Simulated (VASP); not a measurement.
# Si3SnSe4 (Pm-3m) in VASP: further runs, part 2 of 2

VASP 6.6.1.

## Step 3: Single point, PBE (random cell by space group and Wyckoff sites (Pm-3m, No. 221))

File INCAR:

```
PREC     = Accurate       # precision mode
ENCUT    = 520            # plane-wave cutoff, eV
EDIFF    = 1E-7           # SCF threshold, eV
ISMEAR   = 0              # smearing method
SIGMA    = 0.1            # smearing width, eV
LREAL    = F              # projectors in reciprocal space
LASPH    = T              # aspherical terms in the spheres
NELM     = 100            # most SCF steps
ALGO     = Normal         # electronic algorithm
ISIF     = 2              # what is computed and relaxed
LWAVE    = F              # write WAVECAR
LCHARG   = F              # write CHGCAR
GGA      = PE             # functional
NBANDS   = 35             # bands
```

File KPOINTS:

```
Automatic mesh
0
Gamma
  4 4 4
```

File POSCAR:

```
Si3SnSe4
1.0
    5.5642141796      0.0000000000      0.0000000000
    0.0000000000      5.5642141796      0.0000000000
    0.0000000000      0.0000000000      5.5642141796
Si Sn Se
3 1 4
Direct
    0.0000000000      0.5000000000      0.5000000000
    0.5000000000      0.0000000000      0.5000000000
    0.5000000000      0.5000000000      0.0000000000
    0.5000000000      0.5000000000      0.5000000000
    0.5000000000      0.0000000000      0.0000000000
    0.0000000000      0.5000000000      0.0000000000
    0.0000000000      0.0000000000      0.5000000000
    0.0000000000      0.0000000000      0.0000000000
```

Potentials or basis: VASP PAW PBE potentials, release 64 (Si, Sn_d, Se).

Launch:

```bash
> cat potpaw_PBE.64/Si/POTCAR potpaw_PBE.64/Sn_d/POTCAR potpaw_PBE.64/Se/POTCAR > POTCAR
> mpirun -np 1 vasp_std > vasp.out
```

Wall time 40 s (1 thread of Intel Xeon 6975P-C (Granite Rapids), shared host); peak memory 0.27 GiB.

It converged, with:

```
Free energy            : -32.1046 eV
Pressure               : 0.2 GPa
Band gap on the k mesh : none (metal or under the smearing width)
```

Levels at points of the mesh, in eV from the Fermi level:
```
           k point  band 23  band 24  band 25  band 26  band 27  band 28
(0.00, 0.00, 0.00)    -1.55    -1.55    -1.55     2.02     2.02     2.02
(0.50, 0.00, 0.00)    -2.37    -0.99    -0.83     0.22     0.85     2.16
(0.50, 0.50, 0.00)    -1.06    -1.06    -0.70    -0.14    -0.14     0.86
(0.50, 0.50, 0.50)    -0.92    -0.92    -0.92     0.05     0.05     0.05
```

## Step 4: Relaxation of cell and atoms, PBE (random cell by space group and Wyckoff sites (Pm-3m, No. 221))

File INCAR:

```
SYSTEM = Si3SnSe4
PREC = Accurate
ENCUT = 600
EDIFF = 1E-7
ISMEAR = 0
SIGMA = 0.1
LREAL = .FALSE.
LASPH = .TRUE.
NELM = 100
ALGO = Normal
ISIF = 3
LWAVE = .FALSE.
LCHARG = .FALSE.
GGA = PE
IBRION = 2
NSW = 90
EDIFFG = -0.04
```

File KPOINTS:

```
regular mesh
0
G
  4 4 4
  0 0 0
```

POSCAR, as its differences from that of step 3:

```diff
@@ -2,5 +2,5 @@
 1.0
-    5.5642141796      0.0000000000      0.0000000000
-    0.0000000000      5.5642141796      0.0000000000
-    0.0000000000      0.0000000000      5.5642141796
+    5.1886435500      0.0000000000      0.0000000000
+    0.0000000000      5.1886435500      0.0000000000
+    0.0000000000      0.0000000000      5.1886435500
 Si Sn Se
```

Launch:

```bash
> cat potpaw_PBE.64/Si/POTCAR potpaw_PBE.64/Sn_d/POTCAR potpaw_PBE.64/Se/POTCAR > POTCAR
> mpirun -np 1 vasp_std > vasp.out
```

It took 2.4 min on 1 thread of Intel Xeon 6975P-C (Granite Rapids), shared host; peak memory 0.29 GiB.

It converged, with:

```
Free energy                            : -32.1023 eV
Relaxed volume                         : 21.60 Å³/atom
Relaxed cell                           : a = 5.570 Å, b = 5.570 Å, c = 5.570 Å, α = 90.00°, β = 90.00°, γ = 90.00°
Space group after relaxing (to 0.05 Å) : Pm-3m (No. 221)
Energy gained by relaxing              : 236.2 meV/atom
Ionic steps                            : 3
Pressure after relaxing                : 0.0 GPa
Band gap on the k mesh                 : none (metal or under the smearing width)
```

Step by step:
```
step  energy change (eV)  largest force (eV/Å)  pressure (GPa)  volume (Å³)
   1              0.0000                0.0000           21.73       139.69
   2             -1.4854                0.0000           -5.67       193.25
   3             -1.8895                0.0000           -0.02       172.79
```

Final structure:
```yaml
crystal:
  lattice:
    - [5.56975, 0.00000, 0.00000]
    - [0.00000, 5.56975, 0.00000]
    - [0.00000, 0.00000, 5.56975]
  atoms:
    - { symbol: Si, position: [0.00000, 0.50000, 0.50000] }
    - { symbol: Si, position: [0.50000, 0.00000, 0.50000] }
    - { symbol: Si, position: [0.50000, 0.50000, 0.00000] }
    - { symbol: Sn, position: [0.50000, 0.50000, 0.50000] }
    - { symbol: Se, position: [0.50000, 0.00000, 0.00000] }
    - { symbol: Se, position: [0.00000, 0.50000, 0.00000] }
    - { symbol: Se, position: [0.00000, 0.00000, 0.50000] }
    - { symbol: Se, position: [0.00000, 0.00000, 0.00000] }
```

Levels at points of the mesh, in eV from the Fermi level:
| k point | band 22 | band 23 | band 24 | band 25 | band 26 | band 27 | band 28 | band 29 |
| --- | --- | --- | --- | --- | --- | --- | --- | --- |
| (0.00, 0.00, 0.00) | -2.05 | -1.54 | -1.54 | -1.54 | 2.01 | 2.01 | 2.01 | 2.18 |
| (0.50, 0.00, 0.00) | -2.36 | -2.36 | -0.99 | -0.84 | 0.22 | 0.84 | 2.15 | 3.12 |
| (0.50, 0.50, 0.00) | -2.71 | -1.06 | -1.06 | -0.70 | -0.14 | -0.14 | 0.86 | 0.95 |
| (0.50, 0.50, 0.50) | -2.43 | -0.92 | -0.92 | -0.92 | 0.05 | 0.05 | 0.05 | 0.39 |

Caveat: the volume moved by over 15 % at a fixed basis, so the end points are rough.

## Step 5: Single point, PBE (cell x1)

File INCAR:

```
PREC = Accurate ; ENCUT = 520
EDIFF = 1E-7 ; ISMEAR = 0
SIGMA = 0.2 ; LREAL = False
LASPH = True ; NELM = 100
ALGO = Fast ; ISIF = 2
LWAVE = False ; LCHARG = True
GGA = PE ; LELF = True
LVHAR = True ; NBANDS = 35
```

File KPOINTS:

```
regular mesh
0
Gamma
  4 4 4
```

File POSCAR:

```
Si3SnSe4
1.0
    5.5460501158      0.0000000000      0.0000000000
    0.0000000000      5.5460501158      0.0000000000
    0.0000000000      0.0000000000      5.5460501158
Si Sn Se
3 1 4
Direct
    0.0000000000      0.5000000000      0.5000000000
    0.5000000000      0.0000000000      0.5000000000
    0.5000000000      0.5000000000      0.0000000000
    0.5000000000      0.5000000000      0.5000000000
    0.5000000000      0.0000000000      1.0000000000
    1.0000000000      0.5000000000      0.0000000000
    0.0000000000      0.0000000000      0.5000000000
    0.0000000000      0.0000000000      0.0000000000
```

Potentials or basis: VASP PAW PBE potentials, release 64 (Si, Sn_d, Se).

Launch:

```bash
> cat potpaw_PBE.64/Si/POTCAR potpaw_PBE.64/Sn_d/POTCAR potpaw_PBE.64/Se/POTCAR > POTCAR
> mpirun -np 1 vasp_std > vasp.out
```

OUTCAR:

```text
PREC = Accurate
   ENCUT = 520
   EDIFF = 1E-7
   ISMEAR = 0
   LREAL = False
   LASPH = True
   NELM = 100
   ISIF = 2
   GGA = PE

 ion  position               nearest neighbor table
   1  0.000  0.500  0.500-   4 2.77   6 2.77   7 2.77   6 2.77   7 2.77   4 2.77
   2  0.500  0.000  0.500-   4 2.77   5 2.77   7 2.77   5 2.77   4 2.77   7 2.77
   3  0.500  0.500  0.000-   4 2.77   5 2.77   6 2.77   4 2.77   5 2.77   6 2.77
   4  0.500  0.500  0.500-   1 2.77   2 2.77   3 2.77   3 2.77   2 2.77   1 2.77
[... 581 lines left out ...]
  Total        0.9495827      0.9495827      0.9495827      0.0000000     -0.0000000      0.0000000
  in kB        8.9185038      8.9185038      8.9185038      0.0000000     -0.0000000      0.0000000
  external PRESSURE =       8.9185038 kB  Pullay stress =       0.0000000 kB

 VOLUME and BASIS-vectors are now :
 -----------------------------------------------------------------------------
  energy-cutoff  :      520.00
  volume of cell :      170.59
      direct lattice vectors                 reciprocal lattice vectors
     5.546050116  0.000000000  0.000000000     0.180308504  0.000000000  0.000000000
     0.000000000  5.546050116  0.000000000     0.000000000  0.180308504  0.000000000
     0.000000000  0.000000000  5.546050116     0.000000000  0.000000000  0.180308504

 POSITION                                       TOTAL-FORCE (eV/Angst)
 -----------------------------------------------------------------------------------
      0.00000      2.77303      2.77303         0.000000      0.000000      0.000000
      2.77303      0.00000      2.77303         0.000000      0.000000      0.000000
      2.77303      2.77303      0.00000         0.000000      0.000000      0.000000
      2.77303      2.77303      2.77303         0.000000      0.000000      0.000000
      2.77303      0.00000      0.00000         0.000000      0.000000      0.000000
      0.00000      2.77303      0.00000         0.000000      0.000000      0.000000
      0.00000      0.00000      2.77303         0.000000      0.000000      0.000000
      0.00000      0.00000      0.00000         0.000000      0.000000      0.000000
 -----------------------------------------------------------------------------------
    total drift:                                0.000000      0.000000     -0.000000

  FREE ENERGIE OF THE ION-ELECTRON SYSTEM (eV)
  ---------------------------------------------------
  free  energy   TOTEN  =       -32.1545736483 eV

  energy  without entropy=      -32.0253620067  energy(sigma->0) =      -32.08996783
```

OSZICAR:

```text
N       E                     dE             d eps       ncg     rms          rms(c)
DAV:   1     0.352109084089E+03    0.35211E+03   -0.20883E+04   700   0.141E+03
DAV:   2     0.214909423773E+02   -0.33062E+03   -0.31003E+03   724   0.338E+02
DAV:   3    -0.295787666260E+02   -0.51070E+02   -0.48303E+02   869   0.120E+02
DAV:   4    -0.324955847264E+02   -0.29168E+01   -0.28468E+01   840   0.277E+01
DAV:   5    -0.325788546245E+02   -0.83270E-01   -0.82126E-01   946   0.500E+00    0.825E+00
RMM:   6    -0.321954089339E+02    0.38345E+00   -0.43571E-01   823   0.215E+00    0.491E+00
RMM:   7    -0.321607449695E+02    0.34664E-01   -0.19799E-01   857   0.187E+00    0.167E+00
RMM:   8    -0.321847988139E+02   -0.24054E-01   -0.84366E-02   852   0.121E+00    0.727E-01
RMM:   9    -0.321543956470E+02    0.30403E-01   -0.38974E-02   897   0.729E-01    0.159E-01
RMM:  10    -0.321543835342E+02    0.12113E-04   -0.48595E-03  1002   0.377E-01    0.503E-02
RMM:  11    -0.321545553844E+02   -0.17185E-03   -0.14259E-03  1129   0.178E-01    0.308E-02
RMM:  12    -0.321545706217E+02   -0.15237E-04   -0.15107E-04  1054   0.635E-02    0.894E-03
RMM:  13    -0.321545733714E+02   -0.27497E-05   -0.38078E-05  1116   0.317E-02    0.371E-03
RMM:  14    -0.321545735623E+02   -0.19094E-06   -0.66875E-06  1150   0.126E-02    0.157E-03
RMM:  15    -0.321545736483E+02   -0.85984E-07   -0.96321E-07   927   0.479E-03
   1 F= -.32154574E+02 E0= -.32089968E+02  d E =-.129212E+00
```

It took 43 s on 1 thread of Intel Xeon 6975P-C (Granite Rapids), shared host; peak memory 0.28 GiB.

Results:

| Item | Value |
| --- | --- |
| Free energy | -32.1546 eV |
| Pressure | 0.9 GPa |
| Band gap on the k mesh | none (metal or under the smearing width) |

## Step 6: The runs side by side

| task | cell | cutoff (eV) | smearing | gap on the mesh (eV) | pressure (GPa) |
| --- | --- | --- | --- | --- | --- |
| single point | random cell by space group and Wyckoff sites (Pm-3m, No. 221) | 520 | gaussian 0.1 eV | none | 0.2 |
| relaxation of cell and atoms | relaxed from: random cell by space group and Wyckoff sites (Pm-3m, No. 221) | 600 | gaussian 0.1 eV | none | 0.0 |
| single point | cell x1 | 520 | gaussian 0.2 eV | none | 0.9 |

Alike in all rows: level PBE; potentials or basis VASP PAW PBE potentials, release 64 (Si, Sn_d, Se); no spin polarisation; k mesh 4 × 4 × 4.

Caveats: the volume moved by over 15 % at a fixed basis, so the end points are rough (some runs).

Absolute energies hang on the potentials; compare differences alone.
